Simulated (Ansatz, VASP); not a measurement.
# Cd2SO: VASP beside Ansatz

Wanted: the spread between two codes on one cell, functional and k mesh. The cell is invented: As first built, before any earlier steps moved the atoms (in the runner's words): it takes the Cd2SeS structure with some of its atoms replaced by other elements, volume scaled by an estimate. It may not be a known or stable phase. The cell is taken from a series of VASP runs on this material, whose earlier steps may have relaxed, scaled or displaced it; both programs get it as it stands. Valence electrons are named where the data sets of a main pair hold unlike numbers.

Program: Ansatz 0.2.0. Level of theory: plane waves, with VASP 6.6.1 beside it; band structure at r2SCAN. Results are calculated unless marked as measured.

## Step 1: Starting point

The structure is triclinic, space group P1 (No. 1). The conventional cell has a = 3.868 Å, b = 3.869 Å, c = 6.395 Å, α = 89.85°, β = 89.90°, γ = 60.05°. Cd has 1 O at 2.20 Å and 3 S at 2.49 Å nearest. Nearest to Cd lie 3 O at 2.30 to 2.31 Å and 1 S at 2.54 Å. Nearest to S lie 4 Cd at 2.49 to 2.54 Å. Nearest to O lie 4 Cd at 2.20 to 2.31 Å. As first built, before any earlier steps moved the atoms (in the runner's words): sites of the Cd2SeS structure (space group 156) filled with other elements, volume scaled by an estimate. Farther neighbours and most contacts between anions are not listed.

## Step 2: Ansatz: band structure, r2SCAN

Ansatz runs on its default PAW (the set named soft_2) files.

A single point gives forces, pressure and levels at one fixed geometry, so differences don't come from the geometry; what else differs is listed under the comparison.

Contents of input.yaml:

```yaml
crystal:
  lattice:
    - [3.8711698625, -0.0008254752, 0.0017547921]
    - [-1.9362965715, 3.3497564552, -0.0053111635]
    - [0.0028588627, -0.0079679189, 6.3951459825]
  atoms:
    - { symbol: Cd, position: [0.9974317822, 0.9994323675, 0.4643145227] }
    - { symbol: Cd, position: [0.3299560326, 0.6618530284, 0.0321567231] }
    - { symbol: S, position: [0.3309716224, 0.667213362, 0.6347432857] }
    - { symbol: O, position: [0.9969445628, 0.9960072421, 0.1204494685] }
hamiltonian:
  xc: r2scan
  pseudopotentials: { kind: paw }
kpoints:
  mp_grid: { grid: [8, 8, 4] }
  band_path:
    path:
      - [0.0, 0.0, 0.5]
      - [0.0, 0.0, 0.4]
      - [0.0, 0.0, 0.26667]
      - [0.0, 0.0, 0.13333]
      - [0.0, 0.0, 0.0]
      - [-0.1, 0.0, 0.0]
      - [-0.2, 0.0, 0.0]
      - [-0.33333, 0.0, 0.0]
      - [-0.46667, 0.0, 0.0]
      - [-0.43333, 0.0, 0.43333]
      - [-0.3, 0.0, 0.3]
      - [-0.16667, 0.0, 0.16667]
      - [-0.06667, 0.0, 0.06667]
      - [0.03333, -0.03333, 0.0]
      - [0.16667, -0.16667, 0.0]
      - [0.3, -0.3, 0.0]
      - [0.43333, -0.43333, 0.0]
      - [0.46667, -0.46667, 0.46667]
      - [0.36667, -0.36667, 0.36667]
      - [0.23333, -0.23333, 0.23333]
      - [0.1, -0.1, 0.1]
      - [0.0, 0.0, 0.0]
      - [0.0, -0.13333, 0.0]
      - [0.0, -0.26667, 0.0]
      - [0.0, -0.36667, 0.0]
      - [0.0, -0.5, 0.0]
      - [0.0, -0.4, 0.4]
      - [0.0, -0.26667, 0.26667]
      - [0.0, -0.13333, 0.13333]
      - [0.0, 0.0, 0.0]
    npoints: 1
scf:
  occupations: { method: fermi_dirac, width: 0.05 }
  n_extra_bands: 8
output:
  forces: true
  stress: true
  eigenvalues: true
```

Launch:

```console
ansatz run input.yaml --threads 2 --pin off --max-ram 4608MiB --backend cpu --events-out ev --progress --plain --runs-dir out
```

Numbers of over 12 decimals in the logs are rounded to 6 here.

The program printed:

```text
scf.n_extra_bands = 8 over 26 filled bands (N_el = 52.0): the run solves 34 bands
Engine: ansatz 0.2.0, aarch64-unknown-linux-gnu
Pseudopotentials: kind: paw
Pseudopotential: Cd, paw, valence charge 20, recommended cutoff 500 eV (meta_gga), Cd.paw.azcp
Pseudopotential: S, paw, valence charge 6, recommended cutoff 500 eV (meta_gga), S.paw.azcp
Pseudopotential: O, paw, valence charge 6, recommended cutoff 500 eV (meta_gga), O.paw.azcp
Functional definition: r2SCAN
  parameter k0 = 0.174
  parameter k1 = 0.065
  parameter a1 = 4.9479
  exchange = r2scan_x(k0 = k0, k1 = k1, a1 = a1)
  correlation = r2scan_c
Crystal: 4 atoms, lattice volume = 82.919 Å³
Basis set: ecut = 500 eV, 2105 PW (Γ), exchange–correlation on 120×120×192 points (64 copies of the dense FFT grid, shifted against one another)
Bands: 34, of which v1, the nominal top of the filled ones, is band 26 counted from 1 (25 counted from 0)
Symmetry: 1 space group operations
Space group: P1 (ITA 1), of the structure as read, at distance tolerance 4.4e-5 Å
k-points: 132 of 256 (time reversal used)
Non-local potential: Cd, projectors of the file, l = 0: 3, l = 1: 2, l = 2: 2, l = 3: 1
Non-local potential: S, projectors of the file, l = 0: 2, l = 1: 2, l = 2: 2
Non-local potential: O, projectors of the file, l = 0: 2, l = 1: 2, l = 2: 1
PAW form: soft (Blöchl's): semilocal exchange-correlation on the pseudo side does not see the compensation charge
PAW frozen core: Cd, regenerated for the run's functional (the file was generated under x = pbe(κ = 0.804, μ = 0.219515), c = pbe(β = 0.066725))
PAW frozen core: S, regenerated for the run's functional (the file was generated under x = pbe(κ = 0.804, μ = 0.219515), c = pbe(β = 0.066725))
PAW frozen core: O, regenerated for the run's functional (the file was generated under x = pbe(κ = 0.804, μ = 0.219515), c = pbe(β = 0.066725))
PAW one-centre angular grid: Cd, 590 points (default); XC on 160 Gauss nodes
PAW one-centre angular grid: S, 302 points (default); XC on 160 Gauss nodes
PAW one-centre angular grid: O, 302 points (default); XC on 160 Gauss nodes
Initial density: superposition of atomic densities (neutral atoms: chi_scale 0, normalization atom), corrected by the library's trained network
Initial wavefunctions: pseudopotential atomic-orbital guess
Functional: x = r2scan, c = r2scan; τ floored in thin density (d = 2e-4 eV/Å³)
SCF iter   1: F=—  HF=-18011.707744 eV  |F-HF|=—  |Δ(HF+E_count)|=         —  Δρ=8.70e-3  dr2=5.98e-2  dr2_τ=6.81e-2  ethr=1.77e-3  ⟨swp⟩=6.0  Hψ=18475  notcnv=0  defer=60
preconditioner: auto → Resta (q_TF=auto, 2.524 Å⁻¹)  ε∞=4.1  [insulator: Δε(μ)=0.692 eV  Ē_g=13.934 eV  σ=0.050 eV  W_gap=0.83  n_scr=22 (ndim 8)  ℏωp=24.5 eV  f_vac=0.127  D(μ)=0.14/eV (n_scr^D=0)  ε∞_Penn≈4.1]
SCF iter   2: F=—  HF=-18011.732856 eV  |F-HF|=—  |Δ(HF+E_count)|=   2.51e-2  Δρ=4.85e-3  dr2=9.31e-3  dr2_τ=2.90e-3  ethr=1.15e-4  ⟨swp⟩=2.0  Hψ=8683  notcnv=0  defer=293
SCF iter   3: F=—  HF=-18011.733617 eV  |F-HF|=—  |Δ(HF+E_count)|=   7.61e-4  Δρ=2.32e-3  dr2=3.45e-3  dr2_τ=3.47e-4  ethr=1.79e-5  ⟨swp⟩=2.0  Hψ=6609  notcnv=0  defer=293
SCF iter   4: F=—  HF=-18011.733795 eV  |F-HF|=—  |Δ(HF+E_count)|=   1.78e-4  Δρ=4.95e-4  dr2=1.92e-4  dr2_τ=2.07e-5  ethr=6.64e-6  ⟨swp⟩=2.0  Hψ=5623  notcnv=0  defer=293
SCF iter   5: F=—  HF=-18011.733799 eV  |F-HF|=—  |Δ(HF+E_count)|=   4.48e-6  Δρ=1.42e-4  dr2=1.99e-5  dr2_τ=7.96e-7  ethr=3.70e-7  ⟨swp⟩=3.0  Hψ=7460  notcnv=0  defer=293
SCF iter   6: F=—  HF=-18011.733810 eV  |F-HF|=—  |Δ(HF+E_count)|=   1.07e-5  Δρ=3.94e-5  dr2=1.43e-6  dr2_τ=1.02e-7  ethr=3.83e-8  ⟨swp⟩=2.0  Hψ=6416  notcnv=0  defer=293
SCF iter   7: F=—  HF=-18011.733810 eV  |F-HF|=—  |Δ(HF+E_count)|=   8.37e-8  Δρ=1.11e-5  dr2=1.23e-7  dr2_τ=7.60e-9  ethr=2.74e-9  ⟨swp⟩=2.5  Hψ=6629  notcnv=0  defer=293
SCF iter   8: F=-18011.733810 eV  HF=-18011.733810 eV  |F-HF|=2.96e-9  |Δ(HF+E_count)|=   3.58e-8  Δρ=4.15e-6  dr2=1.24e-8  dr2_τ=7.29e-10  ethr=1.92e-10  ⟨swp⟩=9.0  Hψ=18853  notcnv=0
SCF 1 converged in 8 iterations: F = -18011.733810 eV  dr2 = 1.24e-8
  greatest PAW one-centre occupation: 1.002 electrons in one spin orbital (limit 2), on the Cd atom at site 1 (counted from 0), in its partial waves of l = 1
NSCF: frozen V_eff on 30 k-points
SCF converged after 8 iterations
Free energy (F): -18011.733810 eV
Harris-Foulkes:  -18011.733810 eV  (|F-HF|=2.96e-9)
Internal energy: -18011.732405 eV  (E = F + TS)
E sigma→0 (E₀):  -18011.733107 eV
Entropy (-TS):   -0.001405 eV (-0.351 meV/atom)
Fermi energy:    7.757424 eV
--- Per-component energies (eV) ---
  E_band       = -1028.268579
  E_kinetic    = 1291.404775
  E_local      = -7942.042615  (includes V_loc(G=0)·N_el)
  E_nonlocal   = 146.938363
  E_hartree    = 3643.180391
  E_xc         = -500.726566
  E_vxc        = -690.353906  (∫ρ·V_xc dr)
  E_paw        = -8982.839521  (= ΣΔE_a)
  E_vpaw       = -1166.338082  (= ΣTr[D̂ρ^β])
  E_aug_tail   = 0.000999  (compensation charges beyond the density's cutoff)
  E_vtau       = 45.756399  (kinetic-family band-sum trace: ∫τ·v_τ [+ j·A + Jᵃ·Aᵃ] dr)
  E_ewald      = -5666.376983
  E_core_change = -1.271249  (= ΣΔE_core)
  E_smearing   = -0.001405  (= −TS)
  E_closure    = 0.000000  (closes the sum)
  Σ components = -18011.733810   (vs F -18011.733810, Δ=0.00e0)
--- Forces (eV/Å), atoms counted from 1 ---
  atom   1  Cd     0.00098180    -0.00172629    -0.06213469
  atom   2  Cd     0.00025345     0.00402705     0.03393605
  atom   3  S      0.00105893    -0.00305032    -0.06240618
  atom   4  O     -0.00229298     0.00075062     0.09055979
  max |Σ_I F_I| component: 4.50e-5 eV/Å
--- Stress (GPa, compression-positive) ---
       -0.833022       0.000337      -0.002167
        0.000337      -0.829297       0.000734
       -0.002167       0.000734      -1.193637
  P = ⅓ Tr σ = -0.9520 GPa (-9.520 kbar)
--- Band table (eV; the first three rows and the last of 132) ---
  k-point 0: bands = [... 22 lower, 6.2770, 6.9281, 7.5893, 7.6788, 7.6821, 11.8983, 14.7679, 15.9831, ... 4 higher]
  k-point 1: bands = [... 22 lower, 6.3124, 6.3134, 7.6406, 7.6443, 8.6347, 11.6620, 14.0518, 15.9647, ... 4 higher]
  k-point 2: bands = [... 22 lower, 6.3512, 6.3521, 7.6002, 7.6044, 9.5811, 11.0917, 13.5222, 15.9524, ... 4 higher]
  k-point 131: bands = [... 22 lower, 5.5747, 5.7488, 6.1769, 6.6267, 10.8969, 12.1759, 13.1290, 14.3192, ... 4 higher]
```

The job ended after 47 s (2 threads of Arm Neoverse V1, shared host; peak memory 0.7 GiB; 94 s of CPU time).

## Step 3: VASP: band structure, r2SCAN

The same cell, functional, mesh and smearing now go to VASP, with its own data sets.

Lines of VASP's logs that name or quote its potential files are left out, and so is its time.

Contents of INCAR:

```
SYSTEM = Cd2SO
PREC = Accurate
ENCUT = 520
EDIFF = 1E-06
NELM = 100
ISMEAR = -1
SIGMA = 0.05
LREAL = .FALSE.
ALGO = Normal
METAGGA = R2SCAN
LASPH = .TRUE.
NBANDS = 32
LORBIT = 11
LWAVE = .FALSE.
LCHARG = .FALSE.
KPAR = 2
```

Contents of POSCAR:

```
Cd2SO
1.0
    3.8711698625     -0.0008254752      0.0017547921
   -1.9362965715      3.3497564552     -0.0053111635
    0.0028588627     -0.0079679189      6.3951459825
Cd S O
2 1 1
Direct
    0.9974317822      0.9994323675      0.4643145227
    0.3299560326      0.6618530284      0.0321567231
    0.3309716224      0.6672133620      0.6347432857
    0.9969445628      0.9960072421      0.1204494685
```

Contents of KPOINTS:

```
Automatic mesh
0
Gamma
8 8 4
0 0 0
```

Contents of KPOINTS_OPT:

```
Line mode
16
Line-mode
Reciprocal
  0.00000000   0.00000000   0.50000000 X
  0.00000000   0.00000000   0.00000000 GAMMA

  0.00000000   0.00000000   0.00000000 GAMMA
 -0.50000000   0.00000000   0.00000000 Y

 -0.50000000   0.00000000   0.50000000 L
  0.00000000   0.00000000   0.00000000 GAMMA

  0.00000000   0.00000000   0.00000000 GAMMA
  0.50000000  -0.50000000   0.00000000 Z

  0.50000000  -0.50000000   0.50000000 N
  0.00000000   0.00000000   0.00000000 GAMMA

  0.00000000   0.00000000   0.00000000 GAMMA
  0.00000000  -0.50000000   0.00000000 M

  0.00000000  -0.50000000   0.50000000 R
  0.00000000   0.00000000   0.00000000 GAMMA
```

The projector-augmented-wave data sets are Cd, S and O (PBE family, release 64).

Launch:

```console
mpirun -np 2 vasp_std
```

The program printed:

```text
[banner, memory and clock lines left out]
running    2 mpi-ranks, on    1 nodes
 distrk:  each k-point on    1 cores,    2 groups
 distr:  one band on    1 cores,    1 groups

 POSCAR found type information on POSCAR CdS O
 POSCAR found :  3 types and       4 ions
|                                                                             |
|               ----> ADVICE to this user running VASP <----                  |
|                                                                             |
|     You enforced a specific xc type in the INCAR file but a different       |
|     [... a line on the potential file left out ...]
|     I HOPE YOU KNOW WHAT YOU ARE DOING!                                     |
|                                                                             |

 LDA part: xc-table for (None), standard interpolation
 POSCAR, INCAR and KPOINTS ok, starting setup
 FFT: planning ... GRIDC
 FFT: planning ... GRID_SOFT
 FFT: planning ... GRID
 WAVECAR not read
 entering main loop
       N       E                     dE             d eps       ncg     rms          rms(c)
DAV:   1     0.214492029705E+03    0.21449E+03   -0.18126E+04  8448   0.109E+03
DAV:   2    -0.571664279854E+02   -0.27166E+03   -0.25425E+03  9552   0.296E+02
DAV:   3    -0.705423508177E+02   -0.13376E+02   -0.13296E+02 10384   0.708E+01
DAV:   4    -0.706205740207E+02   -0.78223E-01   -0.78212E-01  9128   0.547E+00
DAV:   5    -0.706212679283E+02   -0.69391E-03   -0.69390E-03 10392   0.457E-01    0.127E+01
DAV:   6    -0.576200746862E+02    0.13001E+02   -0.83143E+00 10464   0.405E+01    0.133E+01
DAV:   7    -0.577021161523E+02   -0.82041E-01   -0.14920E+00 10088   0.809E+00    0.839E+00
DAV:   8    -0.577199935209E+02   -0.17877E-01   -0.45648E-01  9992   0.557E+00    0.157E+00
DAV:   9    -0.577090909947E+02    0.10903E-01   -0.96670E-02 10160   0.220E+00    0.592E-01
DAV:  10    -0.577068904039E+02    0.22006E-02   -0.12016E-02  9072   0.689E-01    0.294E-01
DAV:  11    -0.577070173920E+02   -0.12699E-03   -0.27611E-03  9912   0.370E-01    0.155E-01
DAV:  12    -0.577070032295E+02    0.14162E-04   -0.30473E-04  9896   0.125E-01    0.805E-02
DAV:  13    -0.577070132145E+02   -0.99850E-05   -0.16463E-04  9792   0.868E-02    0.210E-02
DAV:  14    -0.577070105981E+02    0.26164E-05   -0.14082E-05  9712   0.280E-02    0.117E-02
DAV:  15    -0.577070104851E+02    0.11307E-06   -0.12658E-06  7784   0.113E-02
   1 F= -.57707010E+02 E0= -.57706312E+02  d E =-.139789E-02
 Start KPOINTS_OPT (optional k-point list driver)
k-point batch [1-112\112]
       N       E                     dE             ncg
DAV:   1     0.108463537933E+05   -0.48602E+05     7168
DAV:   2    -0.196422061069E+05   -0.30489E+05     8088
DAV:   3    -0.211157433646E+05   -0.14735E+04     8576
DAV:   4    -0.211243344511E+05   -0.85911E+01     7760
DAV:   5    -0.211244126066E+05   -0.78156E-01     8808
DAV:   6    -0.211244139151E+05   -0.13085E-02     7856
DAV:   7    -0.211244139442E+05   -0.29071E-04     7888
DAV:   8    -0.211244139451E+05   -0.88911E-06     5168
```

[end of part 1 of 2]

[Lines on the potential files, build, host, timing and source positions are cut from VASP's logs without a mark.]

[Logs are printed without paths, hosts, clocks, repeated set-up lines and the standing remarks that a program may print on its own settings, such as how far it seeks lower states.]

[Hosts, paths, dates, database ids (printed as entryN), source tags and the programs' standing remarks are cut or masked in the printed files.]
